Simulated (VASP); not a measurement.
Given:

```xyz
2
Lattice="3.3549 0.0000 0.0000 0.0000 3.3549 0.0000 0.0000 0.0000 3.3549" Properties=species:S:1:pos:R:3 pbc="T T T"
Pd     0.0000     0.0000     0.0000
Sb     1.6775     1.6775     1.6775
```

All values below come from PBEsol GGA, VASP's PBE PAW potentials (set 64) (plane waves; VASP). Settings: 400 eV cut-off, 12×12×12 Γ-centred mesh, tetrahedra with Blöchl corrections, potentials Pd Sb.

Unless said otherwise, spin-orbit coupling is left out, though it shifts the bands of the heavy elements here.

Question: Predict the energy per atom (σ→0), band gap (on the k-mesh) with the smallest direct gap where there is one.

Answer: 
band gap (on the k-mesh): none (metal, semimetal or under 0.01 eV)
energy per atom (σ→0): -5.545 eV/atom

Total energies compare only between runs with the same potentials, cut-off and functional.

The structure was generated: PdSb was put into the CsCl type type (Pm-3m), which need not be its known phase. It was relaxed first, which changed the volume by -20 %. The electron count is odd and the run is not spin-polarised, which forces a metal.
